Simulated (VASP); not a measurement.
An input for Quantum ESPRESSO's pw.x (written as the equivalent of a VASP run, and not itself run):

```
&CONTROL
  calculation = 'scf'
  pseudo_dir = './pseudo'
  outdir = './out'
  tprnfor = .true.
  tstress = .true.
/
&SYSTEM
  ibrav = 0
  nat = 3
  ntyp = 2
  ecutwfc = 84
  occupations = 'smearing'
  smearing = 'gaussian'
  degauss = 0.003675
  input_dft = 'pbesol'
/
&ELECTRONS
  conv_thr = 7.3e-09
  electron_maxstep = 100
/
ATOMIC_SPECIES
  Zr 91.224 Zr.upf
  O 15.999 O.upf
CELL_PARAMETERS angstrom
     0.0000000    2.5080818    2.5080818
     2.5080818    0.0000000    2.5080818
     2.5080818    2.5080818    0.0000000
ATOMIC_POSITIONS crystal
  Zr   0.0000000  0.0000000  0.0000000
  O    0.2500000  0.2500000  0.2500000
  O    0.7500000  0.7500000  0.7500000
K_POINTS automatic
  8 8 8 0 0 0
```

Problem. Write the VASP files for the same calculation (PBEsol).

Solution. Several could match; the one computed here: 
**POSCAR**
```
ZrO2
1
    0.0000000000     2.5080818106     2.5080818106
    2.5080818106     0.0000000000     2.5080818106
    2.5080818106     2.5080818106     0.0000000000
Zr O
1 2
Direct
  0.0000000000   0.0000000000   0.0000000000
  0.2500000000   0.2500000000   0.2500000000
  0.7500000000   0.7500000000   0.7500000000
```

INCAR:
```
ENCUT = 520
LMAXMIX = 4   # l cut-off of mixed one-centre charges
NELM = 100
SIGMA = 0.05   # width (eV)
EDIFF = 1E-7   # SCF stop (eV)
PREC = Accurate
LREAL = .False.   # projection in real space or not
LWAVE = .False.
SYSTEM = ZrO2
GGA = PS
ISIF = 2   # forces and stress, cell fixed
LCHARG = .False.
LASPH = .True.
ALGO = Normal
ISMEAR = 0
```

### KPOINTS
```
Regular mesh
0
Gamma
8 8 8
0 0 0
```

POTCAR, in this order: Zr_sv O (PBE.64 set). Program: vasp_std.

What does not carry over: the potentials are each code's own (VASP's PAW set, PseudoDojo norm-conserving files in pw.x), so ENCUT and ecutwfc are chosen apart and not converted; conv_thr bounds pw.x's estimated SCF error, while EDIFF bounds the energy change between steps.

The compound is ZrO2 in the fluorite structure, the high-temperature cubic form, which is unstable at 0 K; the monoclinic form is the stable one. This cell is one point of a volume scan, at 0.97 of the reference volume.
